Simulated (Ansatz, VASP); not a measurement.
# Cross-check of ZrSeS between VASP and Ansatz

Wanted: the spread between two codes on one cell, functional and k mesh. The cell is taken from a series of runs on this material, whose earlier steps may have relaxed, scaled, displaced or heated it; both programs get it as it stands.

Program: Ansatz 0.2.0. Level of theory: plane waves, with VASP 6.6.1 beside it; single point at PBEsol and single point at PBEsol, spin-orbit coupling. Results are calculated unless marked as measured.

## (1) Set-up

The cell holds 3 atoms: 1 Zr, 1 S and 1 Se. Its edges and angles: a = 3.659 Å, b = 3.659 Å, c = 29.300 Å, α = 90.0°, β = 90.0°, γ = 120.0°. Vacuum lies along c.

## (2) Ansatz: single point, PBEsol

Ansatz runs on its PAW soft_1 files.

With cell and atoms fixed, the geometry can't cause a difference; cores, projectors, grids and the points listed under the comparison can.

The input, input.yaml:

```yaml
crystal:
  lattice:
    - [3.6593573383, 0.0, 0.0]
    - [-1.8296786691, 3.1690964165, 0.0]
    - [0.0, 0.0, 29.3]
  atoms:
    - { symbol: Zr, position: [0.0, 0.0, 0.5040605163] }
    - { symbol: S, position: [0.3333333333, 0.6666666667, 0.5518313678] }
    - { symbol: Se, position: [0.6666666667, 0.3333333333, 0.4481686322] }
  periodic: [true, true, false]
kpoints:
  mp_grid: { grid: [6, 6, 1] }
  band_path:
    path:
      - [0, 0, 0]
      - [0.5, 0, 0]
      - [0.3333333333333, 0.3333333333333, 0]
      - [0, 0, 0]
    npoints: 10
hamiltonian:
  xc: pbesol
  pseudopotentials: { kind: paw, azcp: { folder: soft_1 }, xc_functional: pbe }
scf:
  occupations: { method: fermi_dirac, width: 0.02 }
  n_extra_bands: 5
output:
  eigenvalues: true
  write_density: true
  write_potential: true
  elf: true
  volumetric_format: npy
```

Run with:

```bash
> ansatz run input.yaml --threads 4 --pin off --max-ram 17510MiB --backend cpu --events-out ev --progress --plain --runs-dir out
```

Numbers of over 12 decimals in the logs are rounded to 6 here.

Log:

```text
scf.n_extra_bands = 5 over 17 filled bands (N_el = 34.0): the run solves 22 bands
Engine: ansatz 0.2.0, aarch64-unknown-linux-gnu
Pseudopotentials: kind: paw
Pseudopotential: Zr, paw, valence charge 12, recommended cutoff 420 eV (normal), soft_1/Zr.paw.azcp
Pseudopotential: S, paw, valence charge 6, recommended cutoff 420 eV (normal), soft_1/S.paw.azcp
Pseudopotential: Se, paw, valence charge 16, recommended cutoff 420 eV (normal), soft_1/Se.paw.azcp
Functional definition: PBEsol
  exchange = pbesol_x
  correlation = pbesol_c
Crystal: 3 atoms, lattice volume = 339.788 Å³
Basis set: ecut = 420 eV, 6577 PW (Γ)
Bands: 22, of which v1, the nominal top of the filled ones, is band 17 counted from 1 (16 counted from 0)
Symmetry: 6 space group operations
Space group: P3m1 (ITA 156), of the structure as read, at distance tolerance 7.0e-5 Å
k-points: 7 of 36 (time reversal used)
Non-local potential: Zr, projectors of the file, l = 0: 3, l = 1: 2, l = 2: 2, l = 3: 1
Non-local potential: S, projectors of the file, l = 0: 2, l = 1: 2, l = 2: 1
Non-local potential: Se, projectors of the file, l = 0: 2, l = 1: 2, l = 2: 3, l = 3: 1
PAW form: soft (Blöchl's): semilocal exchange-correlation on the pseudo side does not see the compensation charge
PAW frozen core: Zr, regenerated for the run's functional, and the local potential with it (the file was generated under x = pbe(κ = 0.804, μ = 0.219515), c = pbe(β = 0.066725))
PAW frozen core: S, regenerated for the run's functional, and the local potential with it (the file was generated under x = pbe(κ = 0.804, μ = 0.219515), c = pbe(β = 0.066725))
PAW frozen core: Se, regenerated for the run's functional, and the local potential with it (the file was generated under x = pbe(κ = 0.804, μ = 0.219515), c = pbe(β = 0.066725))
PAW one-centre angular grid: Zr, 590 points (default); XC on 64 Gauss nodes
PAW one-centre angular grid: S, 110 points (default); XC on 64 Gauss nodes
PAW one-centre angular grid: Se, 590 points (default); XC on 64 Gauss nodes
Initial density: superposition of atomic densities (neutral atoms: chi_scale 0, normalization atom)
Initial wavefunctions: pseudopotential atomic-orbital guess
Functional: x = pbesol(κ = 0.804, μ = 0.123457), c = pbesol(β = 0.046)
SCF iter   1: F=—  HF=-10442.729491 eV  |F-HF|=—  |Δ(HF+E_count)|=         —  Δρ=1.95e-2  dr2=2.02e0  ethr=3.10e-3  ⟨swp⟩=16.0  Hψ=1303  notcnv=0
preconditioner: auto → none  [insulator: Δε(μ)=1.101 eV  Ē_g=8.746 eV  σ=0.020 eV  W_gap=1.00  n_scr=16 (ndim 8)  ℏωp=8.1 eV  f_vac=0.759  D(μ)=0.00/eV (n_scr^D=0)  ε∞_Penn≈1.8]
SCF iter   2: F=—  HF=-10442.135035 eV  |F-HF|=—  |Δ(HF+E_count)|=   5.94e-1  Δρ=8.69e-3  dr2=3.20e-1  ethr=3.10e-3  ⟨swp⟩=4.9  Hψ=464  notcnv=0  defer=6
SCF iter   3: F=—  HF=-10442.142024 eV  |F-HF|=—  |Δ(HF+E_count)|=   6.99e-3  Δρ=5.44e-3  dr2=4.62e-1  ethr=9.40e-4  ⟨swp⟩=4.3  Hψ=328  notcnv=0  defer=6
SCF iter   4: F=—  HF=-10442.094595 eV  |F-HF|=—  |Δ(HF+E_count)|=   4.74e-2  Δρ=3.30e-3  dr2=1.30e-1  ethr=9.40e-4  ⟨swp⟩=4.0  Hψ=291  notcnv=0  defer=5
SCF iter   5: F=—  HF=-10442.080686 eV  |F-HF|=—  |Δ(HF+E_count)|=   1.39e-2  Δρ=1.80e-3  dr2=2.18e-2  ethr=3.82e-4  ⟨swp⟩=3.3  Hψ=279  notcnv=0  defer=5
SCF iter   6: F=—  HF=-10442.078974 eV  |F-HF|=—  |Δ(HF+E_count)|=   1.71e-3  Δρ=1.14e-3  dr2=7.21e-3  ethr=6.40e-5  ⟨swp⟩=2.3  Hψ=233  notcnv=0  defer=5
SCF iter   7: F=—  HF=-10442.078321 eV  |F-HF|=—  |Δ(HF+E_count)|=   6.53e-4  Δρ=4.22e-4  dr2=1.09e-3  ethr=2.12e-5  ⟨swp⟩=2.0  Hψ=210  notcnv=0  defer=5
SCF iter   8: F=—  HF=-10442.078231 eV  |F-HF|=—  |Δ(HF+E_count)|=   9.03e-5  Δρ=8.70e-5  dr2=5.47e-5  ethr=3.21e-6  ⟨swp⟩=2.6  Hψ=219  notcnv=0  defer=5
SCF iter   9: F=—  HF=-10442.078219 eV  |F-HF|=—  |Δ(HF+E_count)|=   1.20e-5  Δρ=1.88e-5  dr2=2.49e-6  ethr=1.61e-7  ⟨swp⟩=3.4  Hψ=325  notcnv=0  defer=5
SCF iter  10: F=-10442.078218 eV  HF=-10442.078218 eV  |F-HF|=6.01e-8  |Δ(HF+E_count)|=   6.43e-7  Δρ=3.90e-6  dr2=8.02e-8  ethr=2.94e-10  ⟨swp⟩=12.3  Hψ=840  notcnv=0
SCF 1 converged in 10 iterations: F = -10442.078218 eV  dr2 = 8.02e-8
  greatest PAW one-centre occupation: 1.000 electrons in one spin orbital (limit 2), on the Se atom at site 2 (counted from 0), in its partial waves of l = 2
NSCF: frozen V_eff on 31 k-points
WARN: The output density's exchange-correlation potential varies sharply where the density is thin. Do not read a vacuum level from v_tot or v_xc, or from such a field of the output density. On a cell that repeats whose density bears no net charge and no dipole along the vacuum's axis use v_es (v_loc + v_h of the components); under efield.dipole_correction with no amplitude use v_es + v_field, which holds any externa [...]
SCF converged after 10 iterations
Free energy (F): -10442.078218 eV
Harris-Foulkes:  -10442.078218 eV  (|F-HF|=6.01e-8)
Internal energy: -10442.078218 eV  (E = F + TS)
E sigma→0 (E₀):  -10442.078218 eV
Entropy (-TS):   -0.000000 eV (-0.000 meV/atom)
Fermi energy:    -5.483091 eV
--- Per-component energies (eV) ---
  E_band       = -1003.073574
  E_kinetic    = 533.228186
  E_local      = -56538.229396  (includes V_loc(G=0)·N_el)
  E_nonlocal   = -243.685250
  E_hartree    = 27947.788412
  E_xc         = -327.027622
  E_vxc        = -356.196923  (∫ρ·V_xc dr)
  E_paw        = -5587.953793  (= ΣΔE_a)
  E_vpaw       = -293.756848  (= ΣTr[D̂ρ^β])
  E_aug_tail   = -0.000401  (compensation charges beyond the density's cutoff)
  E_ewald      = 23772.565524
  E_core_change = 1.236122  (= ΣΔE_core)
  E_smearing   = -0.000000  (= −TS)
  E_closure    = 0.000000  (closes the sum)
  Σ components = -10442.078218   (vs F -10442.078218, Δ=0.00e0)
--- Band table (eV; the first three rows and the last of 7) ---
  k-point 0: bands = [... 13 lower, -8.6721, -7.0630, -5.7193, -5.7193, -4.5540, -4.5540, -3.8141, -0.9292, ... 1 higher]
  k-point 1: bands = [... 13 lower, -8.5471, -7.4106, -6.5762, -6.3989, -4.5908, -3.7391, -3.3582, -1.7927, ... 1 higher]
  k-point 2: bands = [... 13 lower, -8.6226, -8.4787, -6.9867, -6.7913, -5.0547, -3.0426, -2.8174, -1.0183, ... 1 higher]
  k-point 6: bands = [... 13 lower, -9.2989, -8.1090, -7.8805, -7.8142, -3.7328, -3.2432, -3.0109, -1.0001, ... 1 higher]
```

## (3) VASP: single point, PBEsol

The same cell, functional, mesh and smearing now go to VASP, with its own data sets.

Lines of VASP's logs that name or quote its potential files are left out, and so is its time.

The input, INCAR:

```
SYSTEM = ZrSeS
PREC = Accurate
ENCUT = 400
EDIFF = 1E-06
NELM = 120
ISMEAR = -1
SIGMA = 0.02
LREAL = .FALSE.
ALGO = Normal
GGA = PS
NBANDS = 18
LASPH = .TRUE.
LORBIT = 11
LWAVE = .FALSE.
LCHARG = .FALSE.
ISIF = 2
LDIPOL = .TRUE.
IDIPOL = 3
DIPOL = 0.5 0.5 0.501
LVHAR = .TRUE.
GGA_COMPAT = .FALSE.
EFERMI = MIDGAP
NELMDL = -8
KPAR = 2
```

The input, POSCAR:

```
ZrSeS
1.0
    3.6593573383      0.0000000000      0.0000000000
   -1.8296786691      3.1690964165      0.0000000000
    0.0000000000      0.0000000000     29.3000000000
Zr S Se
1 1 1
Direct
    0.0000000000      0.0000000000      0.5040605163
    0.3333333333      0.6666666667      0.5518313678
    0.6666666667      0.3333333333      0.4481686322
```

The input, KPOINTS:

```
Automatic mesh
0
Gamma
6 6 1
0 0 0
```

PAW data sets: Zr_sv, S and Se (PBE family, release 64).

Run with:

```bash
> mpirun -np 2 vasp_std
```

Log:

```text
[banner, memory and clock lines left out]
running    2 mpi-ranks, on    1 nodes
 distrk:  each k-point on    1 cores,    2 groups
 distr:  one band on    1 cores,    1 groups

 POSCAR found type information on POSCAR ZrS Se
 POSCAR found :  3 types and       3 ions
|                                                                             |
|               ----> ADVICE to this user running VASP <----                  |
|                                                                             |
|     You enforced a specific xc type in the INCAR file but a different       |
|     [... a line on the potential file left out ...]
|     I HOPE YOU KNOW WHAT YOU ARE DOING!                                     |
|                                                                             |

 LDA part: xc-table for (Slater+PW92), standard interpolation
 POSCAR, INCAR and KPOINTS ok, starting setup
 FFT: planning ... GRIDC
 FFT: planning ... GRID_SOFT
 FFT: planning ... GRID
 WAVECAR not read
 entering main loop
       N       E                     dE             d eps       ncg     rms          rms(c)
DAV:   1     0.140202470076E+03    0.14020E+03   -0.91872E+03   332   0.790E+02
DAV:   2    -0.652790430534E+01   -0.14673E+03   -0.14363E+03   354   0.198E+02
DAV:   3    -0.228540692265E+02   -0.16326E+02   -0.16295E+02   448   0.600E+01
DAV:   4    -0.233516229191E+02   -0.49755E+00   -0.49685E+00   374   0.944E+00
DAV:   5    -0.233669646650E+02   -0.15342E-01   -0.15322E-01   390   0.152E+00
DAV:   6    -0.233672075068E+02   -0.24284E-03   -0.24282E-03   366   0.226E-01
DAV:   7    -0.233672140680E+02   -0.65611E-05   -0.65611E-05   392   0.293E-02
DAV:   8    -0.233672141681E+02   -0.10014E-06   -0.10017E-06   360   0.476E-03    0.160E+01
DAV:   9    -0.217173234828E+02    0.16499E+01   -0.54738E+00   278   0.132E+01    0.707E+00
DAV:  10    -0.216189957107E+02    0.98328E-01   -0.65626E-01   344   0.432E+00    0.243E+00
DAV:  11    -0.216177980029E+02    0.11977E-02   -0.80397E-02   328   0.167E+00    0.783E-01
DAV:  12    -0.216155650631E+02    0.22329E-02   -0.89087E-03   350   0.681E-01    0.307E-01
DAV:  13    -0.216148825979E+02    0.68247E-03   -0.16307E-03   328   0.256E-01    0.116E-01
DAV:  14    -0.216145534480E+02    0.32915E-03   -0.36728E-04   360   0.104E-01    0.374E-02
[...]
DAV:  20    -0.216151301205E+02   -0.21941E-04   -0.77864E-07   272   0.454E-03    0.169E-03
DAV:  21    -0.216151623874E+02   -0.32267E-04   -0.39204E-06   292   0.521E-03    0.190E-03
DAV:  22    -0.216151815740E+02   -0.19187E-04   -0.43836E-07   260   0.234E-03    0.890E-04
DAV:  23    -0.216151994130E+02   -0.17839E-04   -0.81494E-07   244   0.221E-03    0.108E-03
DAV:  24    -0.216152019407E+02   -0.25277E-05   -0.38081E-08   240   0.846E-04    0.259E-04
DAV:  25    -0.216152073318E+02   -0.53912E-05   -0.16902E-07   246   0.977E-04    0.292E-04
DAV:  26    -0.216152087705E+02   -0.14387E-05   -0.32623E-08   240   0.482E-04    0.111E-04
DAV:  27    -0.216152094784E+02   -0.70794E-06   -0.84356E-09   214   0.282E-04
   1 F= -.21615209E+02 E0= -.21615209E+02  d E =-.453803E-06
```

Parts of OUTCAR (step 3):

```text
ion  position               nearest neighbor table
   1  0.000  0.000  0.504-   2 2.53   2 2.53   2 2.53   3 2.67   3 2.67   3 2.67
   2  0.333  0.667  0.552-   1 2.53   1 2.53   1 2.53
   3  0.667  0.333  0.448-   1 2.67   1 2.67   1 2.67

  LATTYP: Found a hexagonal cell.
 ALAT       =     3.6593573383
 C/A-ratio  =     8.0068704123

 Subroutine GETGRP returns: Found  6 space group operations
 (whereof  6 operations were pure point group operations)

The static configuration has the point symmetry C_3v.

 Found      7 irreducible k-points:

   k-points           NKPTS =      7   k-points in BZ     NKDIM =      7   number of bands    NBANDS=     18

   dimension x,y,z NGX =    24 NGY =   24 NGZ =  192
   dimension x,y,z NGXF=    48 NGYF=   48 NGZF=  384

   ENCUT  =  400.0 eV  29.40 Ry    5.42 a.u.   5.97  5.97 47.78*2*pi/ulx,y,z

   NELECT =      24.0000    total number of electrons

 k-points in reciprocal lattice and weights: Automatic mesh
   0.00000000  0.00000000  0.00000000       0.028
   0.16666667  0.00000000  0.00000000       0.167
   0.33333333  0.00000000  0.00000000       0.167
   0.50000000  0.00000000  0.00000000       0.083
   0.16666667  0.16666667  0.00000000       0.167
   0.33333333  0.16666667  0.00000000       0.333
   0.33333333  0.33333333  0.00000000       0.056

 dipolmoment           0.000000      0.000000     -0.003454 electrons x Angstroem

 average (electrostatic) potential at core
       1 -87.4102       2 -94.5284       3 -60.7585

 E-fermi :  -3.3008

 k-point     1 :       0.0000    0.0000    0.0000
  band No.  band energies     occupation
    ...
      8      -6.4897      2.00000
      9      -6.4897      2.00000
     10      -4.8792      2.00000
     11      -3.5358      1.99998
     12      -3.5358      1.99998
     13      -2.3699      0.00000
     14      -2.3699      0.00000
     15      -1.6320      0.00000
     16       1.2635      0.00000
     17       1.2635      0.00000
    ...

 k-point     2 :       0.1667    0.0000    0.0000
  band No.  band energies     occupation
    ...
      8      -7.0159      2.00000
      9      -6.3647      2.00000
     10      -5.2303      2.00000
     11      -4.3912      2.00000
     12      -4.2164      2.00000
     13      -2.4075      0.00000
     14      -1.5536      0.00000
     15      -1.1740      0.00000
     16       0.3956      0.00000
     17       1.1435      0.00000
    ...

 k-point     3 :       0.3333    0.0000    0.0000
  band No.  band energies     occupation
    ...
      8      -7.0016      2.00000
      9      -6.4438      2.00000
     10      -6.2963      2.00000
     11      -4.8036      2.00000
     12      -4.6090      2.00000
     13      -2.8729      0.00000
     14      -0.8569      0.00000
     15      -0.6322      0.00000
     16       1.1719      0.00000
     17       1.3743      0.00000
    ...

  Total        0.6958698      0.6958698      0.1470990      0.0000000     -0.0000000     -0.0000000
  in kB        3.2811846      3.2811846      0.6936051      0.0000000     -0.0000000     -0.0000000
  external PRESSURE =       2.4186581 kB  Pullay stress =       0.0000000 kB

  energy-cutoff  :      400.00
  volume of cell :      339.79
      direct lattice vectors                 reciprocal lattice vectors
     3.659357338  0.000000000  0.000000000     0.273272028  0.157773679  0.000000000
    -1.829678669  3.169096416  0.000000000     0.000000000  0.315547358  0.000000000
     0.000000000  0.000000000 29.300000000     0.000000000  0.000000000  0.034129693

 POSITION                                       TOTAL-FORCE (eV/Angst)
 -----------------------------------------------------------------------------------
      0.00000      0.00000     14.76897         0.000000      0.000000      0.010123
     -0.00000      2.11273     16.16866         0.000000     -0.000000      0.058132
      1.82968      1.05637     13.13134        -0.000000      0.000000     -0.068255
 -----------------------------------------------------------------------------------
    total drift:                               -0.000000     -0.000000      0.000063

  FREE ENERGIE OF THE ION-ELECTRON SYSTEM (eV)
  ---------------------------------------------------
  free  energy   TOTEN  =       -21.6152094784 eV

  energy  without entropy=      -21.6152090246  energy(sigma->0) =      -21.61520925

 vacuum level on the upper side and lower side of the slab         2.149         2.203

 total charge
# of ion       s       p       d       tot
------------------------------------------
    1        2.177   6.020   1.495   9.692
    2        1.338   2.408   0.000   3.746
    3        1.466   2.399   0.029   3.894
--------------------------------------------------
tot          4.980  10.827   1.525  17.332

[... 3 further parts left out ...]
```

The PAW data sets were made with PBE, which is usual practice but a small mismatch for other functionals.

## (4) Differences

Known differences besides the potentials themselves: Ansatz cuts the interaction across the vacuum, VASP repeats the sheet with a dipole correction; the data sets hold 34 valence electrons in Ansatz (on its PAW soft_1 files) and 24 in VASP; the cutoff is 420 eV in Ansatz and 400 eV in VASP; Ansatz makes its cores anew for this functional, VASP keeps those of its PBE data sets. Total energies have different zeros and are not compared.

Compared:

| quantity | Ansatz | VASP | difference |
| --- | --- | --- | --- |
| gap on the k mesh (eV) | 0.481 | 0.478 | +0.002 |

A gap on the mesh is an upper bound, since the band edges may lie between its points. With vacuum in the cell, a pressure given here is an average over mostly empty space and none of the material.

[end of part 1 of 2]

[Lines on the potential files, build, host, timing and source positions are cut from VASP's logs without a mark.]

[Logs are printed without paths, hosts, clocks, repeated set-up lines and the standing remarks that a program may print on its own settings, such as how far it seeks lower states.]

[Hosts, paths, dates, database ids (printed as entryN), source tags and the programs' standing remarks are cut or masked in the printed files.]
